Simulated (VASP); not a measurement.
Level of theory: PBEsol GGA, VASP's PBE PAW potentials (set 64) (plane waves; VASP 6.6.1).

The input files of a VASP run:

**INCAR**
```
ALGO  =  Normal
LOPTICS  =  T
LWAVE  =  F
CSHIFT  =  0.1
LASPH  =  T   # aspherical one-centre terms
ISMEAR  =  0   # Gaussian
NBANDS  =  117
EDIFF  =  1E-7   # SCF stop (eV)
SIGMA  =  0.01   # width (eV)
GGA  =  PS
SYSTEM  =  SiO2
ENCUT  =  520   # plane-wave cut-off (eV)
LCHARG  =  F
PREC  =  Accurate
NELM  =  100
LREAL  =  F   # projection in real space or not
NEDOS  =  1001
```

### KPOINTS
```
Automatic mesh
0
Gamma
6 6 6
0 0 0
```

**POSCAR**
```
SiO2
1
   -2.6355180033     4.8005883609     4.4605692630
    2.6355180033    -4.8005883609     4.4605692630
    2.6355180033     4.8005883609    -4.4605692630
Si O
4 8
Direct
  0.9295940840   0.8448517871   0.0847422968
  0.0704059160   0.1551482129   0.9152577032
  0.2601094902   0.8448517871   0.4152577032
  0.7398905098   0.1551482129   0.5847422968
  0.1313214443   0.8813214443   0.2500000000
  0.8686785557   0.1186785557   0.7500000000
  0.7925545807   0.5000000000   0.7925545807
  0.2074454193   0.5000000000   0.2074454193
  0.2074454193   0.0000000000   0.7074454193
  0.7925545807   0.0000000000   0.2925545807
  0.0000000000   0.0000000000   0.0000000000
  0.5000000000   0.0000000000   0.5000000000
```

POTCAR, in this order: Si O (PBE.64 set). Program: vasp_std.

What will the output report for the number of irreducible k-points (NKPTS), largest plane-wave count, number of space-group operations, FFT grid (NGX, NGY, NGZ)?

```yaml
number of irreducible k-points (NKPTS): 46
largest_plane_wave_count: 6098
number_of_space_group_operations: 8
FFT grid (NGX, NGY, NGZ): 54 × 54 × 54
```

The structure comes from a computed database's SiO2 entry (Imma); how it stands against other phases isn't given here. It was relaxed first.
